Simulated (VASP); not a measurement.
Consider the following.

```
CuI
1.0
    0.00000     2.99236     2.99236
    2.99236     0.00000     2.99236
    2.99236     2.99236     0.00000
Cu I
1 1
Direct
  0.00000   0.00000   0.00000
  0.25000   0.25000   0.25000
```

Calculation: r2SCAN+rVV10, VASP's PBE PAW potentials (set 64) (plane waves; VASP). Run with 520 eV cut-off, 9×9×9 Γ-centred mesh, tetrahedra with Blöchl corrections, potentials Cu I.

Unless said otherwise, spin-orbit coupling is left out, though it shifts the bands of the heavy elements here.

Problem. Give the energies of bands 2 to 12 at the high-symmetry points, in eV from the valence-band maximum.

Solution. 
| band | Γ | X | U | L | W |
|---|---|---|---|---|---|
| 2 | -3.98 | -6.03 | -5.68 | -6.06 | -5.49 |
| 3 | -3.98 | -4.11 | -4.82 | -3.96 | -4.96 |
| 4 | -3.98 | -4.11 | -4.04 | -3.96 | -4.21 |
| 5 | -2.01 | -2.06 | -2.16 | -1.98 | -2.09 |
| 6 | -2.01 | -1.93 | -1.98 | -1.98 | -2.08 |
| 7 | 0.00 | -1.91 | -1.86 | -1.94 | -1.91 |
| 8 | 0.00 | -1.65 | -1.64 | -0.78 | -1.74 |
| 9 | 0.00 | -1.65 | -1.37 | -0.78 | -1.38 |
| 10 | 1.68 | 2.79 | 3.29 | 2.55 | 4.80 |
| 11 | 5.17 | 3.12 | 4.96 | 5.68 | 5.03 |
| 12 | 5.17 | 10.03 | 8.01 | 5.68 | 6.50 |

The gap is direct, 1.68 eV, from the valence maximum at Γ to the conduction minimum at Γ.

Measured: gap 3.12 eV (computed value off by -1.44 eV), as given by Abedi et al., (2022), arXiv:2211.14644.

The compound is CuI in the zinc blende structure. It was relaxed first.
